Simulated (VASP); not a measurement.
VASP input:

File KPOINTS:
```
Automatic mesh
0
Gamma
 14 14 14
0 0 0
```

**INCAR**
```
SYSTEM = ZrC
PREC = Accurate
ENCUT = 620
EDIFF = 1E-6
NELM = 100
ALGO = Normal
LREAL = .FALSE.
LASPH = .TRUE.
ISMEAR = 1
SIGMA = 0.1
GGA = PS
LMAXMIX = 4
LWAVE = .FALSE.
LCHARG = .FALSE.
IBRION = 2
ISIF = 3
NSW = 40
EDIFFG = -0.02
PSTRESS = 50
```

File POSCAR:
```
ZrC
1.0
  0.0000000000   2.3199763872   2.3199763872
  2.3199763872   0.0000000000   2.3199763872
  2.3199763872   2.3199763872   0.0000000000
Zr C
1 1
Cart
  0.0000000000   0.0000000000   0.0000000000
  2.3199763872   2.3199763872   2.3199763872
```

POTCAR, in this order: Zr_sv C (PBE.64 set). Program: vasp_std.

Problem. Write an equivalent input for Quantum ESPRESSO's pw.x.

Solution. One equivalent input (not run):
```
&CONTROL
  calculation = 'vc-relax'
  pseudo_dir = './pseudo'
  outdir = './out'
  tprnfor = .true.
  tstress = .true.
  nstep = 40
  forc_conv_thr = 0.00078
/
&SYSTEM
  ibrav = 0
  nat = 2
  ntyp = 2
  ecutwfc = 82
  occupations = 'smearing'
  smearing = 'methfessel-paxton'
  degauss = 0.00735
  input_dft = 'pbesol'
/
&ELECTRONS
  conv_thr = 7.3e-08
  electron_maxstep = 100
/
&IONS
/
&CELL
  press = 50
/
ATOMIC_SPECIES
  Zr 91.224 Zr.upf
  C 12.011 C.upf
CELL_PARAMETERS angstrom
     0.0000000    2.3199764    2.3199764
     2.3199764    0.0000000    2.3199764
     2.3199764    2.3199764   -0.0000000
ATOMIC_POSITIONS crystal
  Zr   0.0000000  0.0000000  0.0000000
  C    0.5000000  0.5000000  0.5000000
K_POINTS automatic
  14 14 14 0 0 0
```
Limits of the translation: the potentials are each code's own (VASP's PAW set, PseudoDojo norm-conserving files in pw.x), so ENCUT and ecutwfc are chosen apart and not converted; conv_thr bounds pw.x's estimated SCF error, while EDIFF bounds the energy change between steps; forc_conv_thr acts on force components and is met together with etot_conv_thr.

The compound is ZrC in the rock salt structure. It was relaxed first under an external pressure of 5 GPa.
